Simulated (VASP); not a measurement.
Crystal: Ga.

```
Ga
1.0
    -2.54644    2.54644    1.39007
     2.54644   -2.54644    1.39007
     2.54644    2.54644   -1.39007
Ga
2
Direct
  0.00000 0.00000 0.00000
  0.75000 0.25000 0.50000
```

The cell was built by a generator and needn't be a form met in nature.

* Program: VASP 6.6.1
* Task: relaxation of cell and atoms
* Functional: LDA
* Potentials or basis: VASP PAW LDA potentials, release 64 (Ga_d)
* Cutoff: 600 eV
* k mesh: 14 × 14 × 14
* Occupations: gaussian, width 0.03 eV
* Spin: no spin polarisation

At the start: pressure -0.9 GPa; volume 18.03 Å³/atom.

Question: Where does the relaxation end?

Answer: Over 17 steps the energy falls by 5.1 meV/atom and the volume is 17.75 Å³/atom (-1.5 %); space group I4_1/amd (No. 141, to 0.05 Å).

The path:
```tsv
step	energy change (eV)	largest force (eV/Å)	pressure (GPa)	volume (Å³)
1	0.0000	0.0000	-0.90	36.05
2	-0.0039	0.0000	0.13	35.53
3	-0.0043	0.0000	0.34	35.37
4	-0.0046	0.0000	0.98	35.04
5	-0.0069	0.0000	0.84	35.10
6	-0.0075	0.0000	0.68	35.14
7	-0.0077	0.0000	0.72	35.16
8	-0.0092	0.0000	0.51	35.19
9	-0.0085	0.0000	0.55	35.24
10	-0.0099	0.0000	0.56	35.21
11	-0.0099	0.0000	0.52	35.21
12	-0.0102	0.0000	-0.16	35.53
13	-0.0103	0.0000	0.30	35.43
14	-0.0102	0.0000	-0.12	35.48
15	-0.0103	0.0000	0.08	35.46
16	-0.0103	0.0000	-0.08	35.51
17	-0.0103	0.0000	-0.02	35.50
```

Final structure:
```
Ga
1.0
    -2.59039    2.59039    1.32265
     2.59039   -2.59039    1.32265
     2.59039    2.59039   -1.32265
Ga
2
Direct
  0.00000 0.00000 0.00000
  0.75000 0.25000 0.50000
```
